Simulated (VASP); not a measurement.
Computed with r2SCAN meta-GGA, VASP's PBE PAW potentials (set 64) (plane waves; VASP).

Input for VASP

POSCAR:
```
PtAl2
1
    0.0000000000     2.9499195042     2.9499195042
    2.9499195042     0.0000000000     2.9499195042
    2.9499195042     2.9499195042     0.0000000000
Al Pt
2 1
Direct
  0.2500000000   0.2500000000   0.2500000000
  0.7500000000   0.7500000000   0.7500000000
  0.0000000000   0.0000000000   0.0000000000
```

### INCAR
```
ISMEAR = 1   # Methfessel-Paxton
ALGO = Normal
METAGGA = R2SCAN
NSW = 20
ISIF = 2   # forces and stress, cell fixed
LREAL = .FALSE.   # projection in real space or not
SIGMA = 0.1
SYSTEM = PtAl2
IBRION = 2   # conjugate gradients
ENCUT = 400   # plane-wave cut-off (eV)
EDIFF = 1E-5
LMAXMIX = 6   # l cut-off of mixed one-centre charges
LWAVE = .FALSE.
NELM = 100
LCHARG = .FALSE.
LMIXTAU = .TRUE.
EDIFFG = -0.03   # ionic stop
PREC = Normal
NELMIN = 4
LASPH = .TRUE.   # aspherical one-centre terms
```

KPOINTS:
```
Automatic mesh
0
Gamma
  12 12 12
```

POTCAR, in this order: Al Pt (PBE.64 set). Program: vasp_std.

What VASP printed:

File OSZICAR:
```
       N       E                     dE             d eps       ncg     rms          rms(c)
DAV:   1    -0.130261700608E+02   -0.13026E+02   -0.60479E+03  1848   0.941E+02
DAV:   2    -0.703239503404E+02   -0.57298E+02   -0.51611E+02  1996   0.175E+02
DAV:   3    -0.718495972771E+02   -0.15256E+01   -0.15054E+01  2180   0.279E+01
DAV:   4    -0.718631815007E+02   -0.13584E-01   -0.13579E-01  2036   0.311E+00
DAV:   5    -0.718634010251E+02   -0.21952E-03   -0.21952E-03  2192   0.419E-01    0.964E+00
DAV:   6    -0.679065835726E+02    0.39568E+01   -0.34097E+00  2024   0.197E+01    0.362E+00
DAV:   7    -0.678422617024E+02    0.64322E-01   -0.42103E-01  1964   0.650E+00    0.213E+00
DAV:   8    -0.679007104772E+02   -0.58449E-01   -0.91409E-02  1800   0.244E+00    0.511E-01
DAV:   9    -0.678938374317E+02    0.68730E-02   -0.28499E-02  1860   0.149E+00    0.182E-01
DAV:  10    -0.679063840539E+02   -0.12547E-01   -0.11273E-02  1804   0.881E-01    0.114E-01
DAV:  11    -0.679073148235E+02   -0.93077E-03   -0.98284E-04  1956   0.289E-01    0.357E-02
DAV:  12    -0.679073806611E+02   -0.65838E-04   -0.37594E-04  1904   0.211E-01    0.170E-02
DAV:  13    -0.679075680873E+02   -0.18743E-03   -0.96270E-05  1928   0.114E-01    0.598E-03
DAV:  14    -0.679075684948E+02   -0.40754E-06   -0.34085E-06  1140   0.186E-02
   1 F= -.67907568E+02 E0= -.67907682E+02  d E =-.679076E+02
```

File OUTCAR:
```
------------------------ aborting loop because EDIFF is reached ----------------------------------------
  FORCE on cell =-STRESS in cart. coord.  units (eV):
  Direction    XX          YY          ZZ          XY          YZ          ZX
  --------------------------------------------------------------------------------------
  Total        0.0159356      0.0159356      0.0159356      0.0000000      0.0000000     -0.0000000
  in kB        0.4973007      0.4973007      0.4973007      0.0000000      0.0000000     -0.0000000
  external PRESSURE =       0.4973007 kB  Pullay stress =       0.0000000 kB
  volume of cell :       51.34
      direct lattice vectors                 reciprocal lattice vectors
     0.000000000  2.949919504  2.949919504    -0.169496150  0.169496150  0.169496150
     2.949919504  0.000000000  2.949919504     0.169496150 -0.169496150  0.169496150
     2.949919504  2.949919504  0.000000000     0.169496150  0.169496150 -0.169496150
 POSITION                                       TOTAL-FORCE (eV/Angst)
 -----------------------------------------------------------------------------------
      1.47496      1.47496      1.47496         0.000000      0.000000      0.000000
      4.42488      4.42488      4.42488        -0.000000     -0.000000     -0.000000
      0.00000      0.00000      0.00000         0.000000      0.000000      0.000000
 -----------------------------------------------------------------------------------
    total drift:                               -0.000000     -0.000000      0.000000
  FREE ENERGIE OF THE ION-ELECTRON SYSTEM (eV)
  ---------------------------------------------------
  free  energy   TOTEN  =       -67.9075684948 eV

  energy  without entropy=      -67.9079081699  energy(sigma->0) =      -67.90768172

 reached required accuracy - stopping structural energy minimisation
```
(Selected blocks of OUTCAR.)

The compound is PtAl2 in the fluorite structure. It was relaxed first.
